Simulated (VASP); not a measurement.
A convergence study with VASP on CdS (zinc blende): one setting is varied, all else stays as given below, so the limit is that of these other settings. ε∞ is the independent-particle value.

```
CdS
1.0
    0.00000     2.91000     2.91000
    2.91000     0.00000     2.91000
    2.91000     2.91000     0.00000
Cd S
1 1
Direct
  0.00000   0.00000   0.00000
  0.25000   0.25000   0.25000
```

Calculation: PBE GGA, VASP's PBE PAW potentials (set 64) (plane waves; VASP). The tightest run used: 550 eV cut-off, 7×7×7 Γ-centred mesh, Gaussian smearing of 0.050 eV, potentials Cd S.

The settings run are NBANDS = 10; NBANDS = 11; NBANDS = 13; NBANDS = 17; NBANDS = 25; NBANDS = 41; NBANDS = 73; NBANDS = 137. From which on does the mean ε∞ stay within 0.3  of the tightest run?

From NBANDS = 17 on: it is off by 0.19 there and by no more than 0.3 in any finer run, while NBANDS = 13 is off by 0.42.
```json
[
 {"setting": "NBANDS = 10", "mean ε∞": "4.92", "bands": "10", "difference judged ()": "2.14"},
 {"setting": "NBANDS = 11", "mean ε∞": "5.88", "bands": "11", "difference judged ()": "1.18"},
 {"setting": "NBANDS = 13", "mean ε∞": "6.64", "bands": "13", "difference judged ()": "0.42"},
 {"setting": "NBANDS = 17", "mean ε∞": "6.88", "bands": "17", "difference judged ()": "0.19"},
 {"setting": "NBANDS = 25", "mean ε∞": "6.95", "bands": "25", "difference judged ()": "0.12"},
 {"setting": "NBANDS = 41", "mean ε∞": "7.00", "bands": "41", "difference judged ()": "0.06"},
 {"setting": "NBANDS = 73", "mean ε∞": "7.04", "bands": "73", "difference judged ()": "0.02"},
 {"setting": "NBANDS = 137", "mean ε∞": "7.06", "bands": "137", "difference judged ()": "0.00"}
]
```

Left out are rungs that failed or repeat a setting and relaxations that didn't move; long series are thinned to 24 rows.

The compound is CdS in the zinc blende structure, a metastable form; wurtzite is the usual one. The cell was not relaxed at this level.
